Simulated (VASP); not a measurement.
Level of theory: PBEsol GGA, VASP's PBE PAW potentials (set 64) (plane waves; VASP).

Input for VASP

**INCAR**
```
ALGO = Normal
EDIFF = 1E-6
EDIFFG = -0.02
ENCUT = 520
GGA = PS
IBRION = 2
ISIF = 3
ISMEAR = 1
LASPH = .True.
LCHARG = .False.
LMAXMIX = 4
LREAL = .False.
LWAVE = .False.
NELM = 100
NSW = 60
PREC = Accurate
SIGMA = 0.1
SYSTEM = RhN
```

POSCAR:
```
RhN
1
    3.1323406678    -0.0000000000     0.0000000000
   -1.5661703339     2.7126869455    -0.0000000000
    0.0000000000    -0.0000000000     5.5573251079
Rh N
2 2
Direct
  0.3333330000   0.6666670000   0.0024436732
  0.6666670000   0.3333330000   0.5024436732
  0.3333330000   0.6666670000   0.3725563268
  0.6666670000   0.3333330000   0.8725563268
```

KPOINTS:
```
Regular mesh
0
G
 10 10 5
0 0 0
```

POTCAR, in this order: Rh_pv N (PBE.64 set). Program: vasp_std.

What does the run give for the energy per atom (σ→0), volume per atom, band gap (on the k-mesh)?

```yaml
energy per atom (σ→0): -7.923 eV/atom
band gap (on the k-mesh): none (metal, semimetal or under 0.01 eV)
volume_per_atom: 11.70 Å^3/atom
```

OSZICAR:
```
...
DAV:   2    -0.316959594109E+02    0.13812E-01   -0.99606E-02  2032   0.330E+00    0.457E-01
DAV:   3    -0.316921631193E+02    0.37963E-02   -0.11166E-02  2192   0.106E+00    0.220E-01
DAV:   4    -0.316917988601E+02    0.36426E-03   -0.43889E-03  2256   0.469E-01    0.718E-02
DAV:   5    -0.316917708099E+02    0.28050E-04   -0.50230E-04  2128   0.154E-01    0.393E-02
DAV:   6    -0.316917603827E+02    0.10427E-04   -0.82658E-05  2264   0.669E-02    0.983E-03
DAV:   7    -0.316917618903E+02   -0.15075E-05   -0.44136E-06  1936   0.203E-02    0.413E-03
DAV:   8    -0.316917619403E+02   -0.50064E-07   -0.11446E-06  1096   0.758E-03
   8 F= -.31691762E+02 E0= -.31691960E+02  d E =-.967789E-03
```

The structure was generated: RhN was put into the wurtzite type (P6_3mc), which need not be its known phase. This run relaxes it. Symmetry was kept, so distortions that lower it aren't found. The start is the result of an earlier pass.
